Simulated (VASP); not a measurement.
All values below come from PBE GGA + U (Dudarev), VASP's PBE PAW potentials (set 64) (plane waves; VASP 6.6.1).

Input for VASP

INCAR:
```
# general
SYSTEM    = TiCo
PREC      = Accurate
ENCUT     = 400   # plane-wave cut-off (eV)
LREAL     = .FALSE.   # projection in real space or not
LASPH     = .TRUE.   # aspherical one-centre terms

# electronic loop
EDIFF     = 1E-6   # SCF stop (eV)
NELM      = 100
ALGO      = Normal   # blocked Davidson
LMAXMIX   = 4

# smearing
ISMEAR    = 1   # Methfessel-Paxton
SIGMA     = 0.1

# functional
GGA       = PE   # PBE

# DFT+U
LDAU      = .TRUE.
LDAUTYPE  = 2   # Dudarev
LDAUL     = 2 2
LDAUU     = 2.0 2.0
LDAUJ     = 0 0
LDAUPRINT = 1

# ions
ISIF      = 2   # forces and stress, cell fixed

# output
LWAVE     = .FALSE.
LCHARG    = .FALSE.
LORBIT    = 10
```

KPOINTS:
```
Automatic mesh
0
Gamma
11 11 11
0 0 0
```

POSCAR:
```
TiCo
1
    2.9900000000     0.0000000000     0.0000000000
    0.0000000000     2.9900000000     0.0000000000
    0.0000000000     0.0000000000     2.9900000000
Ti Co
1 1
Direct
  0.0000000000   0.0000000000   0.0000000000
  0.5000000000   0.5000000000   0.5000000000
```

POTCAR, in this order: Ti_sv Co (PBE.64 set). Program: vasp_std.

The resulting files:

OSZICAR:
```
       N       E                     dE             d eps       ncg     rms          rms(c)
DAV:   1     0.140377239526E+03    0.14038E+03   -0.90151E+03  1568   0.159E+03
DAV:   2    -0.700959743662E+01   -0.14739E+03   -0.14478E+03  1610   0.381E+02
DAV:   3    -0.146764491817E+02   -0.76669E+01   -0.76277E+01  2356   0.101E+02
DAV:   4    -0.149020699267E+02   -0.22562E+00   -0.22542E+00  1964   0.144E+01
DAV:   5    -0.149093148467E+02   -0.72449E-02   -0.72448E-02  2274   0.229E+00    0.119E+01
DAV:   6    -0.131517256980E+02    0.17576E+01   -0.16428E+01  2146   0.427E+01    0.133E+01
DAV:   7    -0.138512035888E+02   -0.69948E+00   -0.29881E+01  2262   0.612E+01    0.112E+01
DAV:   8    -0.122719661459E+02    0.15792E+01   -0.57696E+00  2288   0.304E+01    0.175E+00
DAV:   9    -0.123024690926E+02   -0.30503E-01   -0.85207E-01  2368   0.772E+00    0.271E+00
DAV:  10    -0.122610168985E+02    0.41452E-01   -0.34369E-01  2354   0.695E+00    0.319E-01
DAV:  11    -0.122608532934E+02    0.16361E-03   -0.12418E-02  2396   0.130E+00    0.146E-01
DAV:  12    -0.122606187660E+02    0.23453E-03   -0.74610E-04  2406   0.327E-01    0.479E-02
DAV:  13    -0.122606106738E+02    0.80922E-05   -0.55775E-05  1906   0.735E-02    0.147E-02
DAV:  14    -0.122606105833E+02    0.90519E-07   -0.29307E-05  2180   0.567E-02    0.813E-03
DAV:  15    -0.122606102204E+02    0.36291E-06   -0.48403E-06  1882   0.272E-02
   1 F= -.12260610E+02 E0= -.12260543E+02  d E =-.203105E-03
```

OUTCAR:
```
------------------------ aborting loop because EDIFF is reached ----------------------------------------
  FORCE on cell =-STRESS in cart. coord.  units (eV):
  Direction    XX          YY          ZZ          XY          YZ          ZX
  --------------------------------------------------------------------------------------
  Total       -0.4406197     -0.4406197     -0.4406197     -0.0000000     -0.0000000      0.0000000
  in kB      -26.4095433    -26.4095433    -26.4095433     -0.0000000     -0.0000000      0.0000000
  external PRESSURE =     -26.4095433 kB  Pullay stress =       0.0000000 kB
  volume of cell :       26.73
      direct lattice vectors                 reciprocal lattice vectors
     2.990000000  0.000000000  0.000000000     0.334448161  0.000000000  0.000000000
     0.000000000  2.990000000  0.000000000     0.000000000  0.334448161  0.000000000
     0.000000000  0.000000000  2.990000000     0.000000000  0.000000000  0.334448161
 POSITION                                       TOTAL-FORCE (eV/Angst)
 -----------------------------------------------------------------------------------
      0.00000      0.00000      0.00000         0.000000      0.000000      0.000000
      1.49500      1.49500      1.49500         0.000000      0.000000      0.000000
 -----------------------------------------------------------------------------------
    total drift:                               -0.000000      0.000000      0.000000
  FREE ENERGIE OF THE ION-ELECTRON SYSTEM (eV)
  ---------------------------------------------------
  free  energy   TOTEN  =       -12.2606102204 eV

  energy  without entropy=      -12.2604071157  energy(sigma->0) =      -12.26054252

 total charge

# of ion       s       p       d       tot
------------------------------------------
    1        2.251   6.188   1.752  10.192
    2        0.514   0.444   7.427   8.384
--------------------------------------------------
tot          2.765   6.632   9.178  18.576
```
(Selected blocks of OUTCAR.)

The compound is TiCo in the CsCl type structure. The cell was not relaxed at this level. The run is one of a series of settings (LDAU = .TRUE., LDAUJ = 0 0, LDAUL = 2 2, LDAUTYPE = 2, LDAUU = 2.0 2.0 against the base run), some of them coarse on purpose. The run is not spin-polarised, so no magnetic state was tried. The electron count is odd and the run is not spin-polarised, which forces a metal.
